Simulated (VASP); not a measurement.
An input for Quantum ESPRESSO's pw.x (written as the equivalent of a VASP run, and not itself run):

```
&CONTROL
  calculation = 'vc-relax'
  pseudo_dir = './pseudo'
  outdir = './out'
  tprnfor = .true.
  tstress = .true.
  nstep = 60
  forc_conv_thr = 0.00078
/
&SYSTEM
  ibrav = 0
  nat = 3
  ntyp = 2
  ecutwfc = 76
  occupations = 'smearing'
  smearing = 'methfessel-paxton'
  degauss = 0.00735
  input_dft = 'vdw-df-obk8'
/
&ELECTRONS
  conv_thr = 7.3e-08
  electron_maxstep = 100
/
&IONS
/
&CELL
/
ATOMIC_SPECIES
  Hf 178.490 Hf.upf
  B 10.810 B.upf
CELL_PARAMETERS angstrom
     1.5686872   -2.7170462   -0.0000000
     1.5686872    2.7170462    0.0000000
     0.0000000    0.0000000    3.5081266
ATOMIC_POSITIONS crystal
  Hf   1.0000000  1.0000000  0.0000000
  B    0.3333330  0.6666670  0.5000000
  B    0.6666670  0.3333330  0.5000000
K_POINTS automatic
  10 10 8 0 0 0
```

**Question.** Translate this input to VASP (INCAR, KPOINTS, POSCAR, choice of POTCAR).

**Answer.** Several could match; the one computed here: 
INCAR:
```
SYSTEM = HfB2
PREC = Accurate
ENCUT = 520
EDIFF = 1E-6
NELM = 100
ALGO = Normal
LREAL = .FALSE.
LASPH = .TRUE.
ISMEAR = 1
SIGMA = 0.1
GGA = BO
PARAM1 = 0.1833333333
PARAM2 = 0.22
LUSE_VDW = .TRUE.
AGGAC = 0.0
LMAXMIX = 6
LWAVE = .FALSE.
LCHARG = .FALSE.
IBRION = 2
ISIF = 3
NSW = 60
EDIFFG = -0.02
```

**POSCAR**
```
HfB2
1
    1.5686871968    -2.7170461576    -0.0000000000
    1.5686871968     2.7170461576     0.0000000000
    0.0000000000     0.0000000000     3.5081265613
Hf B
1 2
Direct
  1.0000000000   1.0000000000   0.0000000000
  0.3333330000   0.6666670000   0.5000000000
  0.6666670000   0.3333330000   0.5000000000
```

File KPOINTS:
```
Automatic mesh
0
Gamma
10 10 8
0 0 0
```

POTCAR, in this order: Hf_pv B (PBE.64 set). Program: vasp_std.

Limits of the translation: the potentials are each code's own (VASP's PAW set, PseudoDojo norm-conserving files in pw.x), so ENCUT and ecutwfc are chosen apart and not converted; conv_thr bounds pw.x's estimated SCF error, while EDIFF bounds the energy change between steps; forc_conv_thr acts on force components and is met together with etot_conv_thr.

The compound is HfB2 in the AlB2 type structure. It was relaxed first. The start is the result of an earlier pass.
